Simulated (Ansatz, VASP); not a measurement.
**HfBr: VASP beside Ansatz**

INCAR

```
PREC = Accurate
ENCUT = 520
EDIFF = 1E-6
ISMEAR = 0
SIGMA = 0.1
LREAL = False
LASPH = True
NELM = 80
ALGO = Normal
ISIF = 2
LWAVE = False
LCHARG = False
GGA = PE
NBANDS = 16
```

File KPOINTS:

```
regular mesh
0
Gamma
  6 6 6
```

The input POSCAR:

```
HfBr
1.0
    0.0000000000      3.1663057400      3.1663057400
    3.1663057400      0.0000000000      3.1663057400
    3.1663057400      3.1663057400      0.0000000000
Hf Br
1 1
Direct
    0.7500000000      0.7500000000      0.7500000000
    0.0000000000      0.0000000000      0.0000000000
```

Input for Ansatz:

```yaml
crystal:
  lattice:
    - [0.0, 3.16630574, 3.16630574]
    - [3.16630574, 0.0, 3.16630574]
    - [3.16630574, 3.16630574, 0.0]
  atoms:
    - { symbol: Hf, position: [0.75, 0.75, 0.75] }
    - { symbol: Br, position: [0.0, 0.0, 0.0] }
basis:
  ecutwfc: 420
kpoints:
  mp_grid: { grid: [6, 6, 6] }
hamiltonian:
  xc: pbe
scf:
  occupations: { method: gaussian, width: 0.1 }
  lower_state_search: "off"
output:
  forces: true
  stress: true
  eigenvalues: true
```

Change from the starting cell: species swapped into the GaSb type (F-43m, No. 216).

Alike in both runs: task single point; functional PBE; k mesh 6 × 6 × 6; occupations gaussian, width 0.1 eV; no spin polarisation.

|  | VASP | Ansatz |
| --- | --- | --- |
| version | VASP 6.6.1 | Ansatz 0.2.0 |
| potentials or method | VASP PAW PBE potentials, release 64 (Hf_pv, Br) | scalar-relativistic, plane waves, PAW |
| plane-wave cutoff (eV) | 520 | 420 |
| valence electrons in the cell | 17 | 33 |

Ansatz gave:

| Property | Result |
| --- | --- |
| gap on the k mesh at the Fermi level (eV) | none |
| pressure (GPa) | -6.1 |

**Question.** Estimate VASP's values.

**Answer.** gap on the k mesh at the Fermi level (eV): none; pressure (GPa): -6.4.

A gap of «none» marks a metal or a gap that the smearing closes. The functional is the same, so the differences come from potentials, cutoffs and numerics. The two sets of potentials don't hold the same shells in valence.

Caveats: an odd number of electrons without spin polarisation forces a metal; a magnetic or distorted state may lie lower. Spin-orbit coupling is left out, which matters for the levels of Hf.
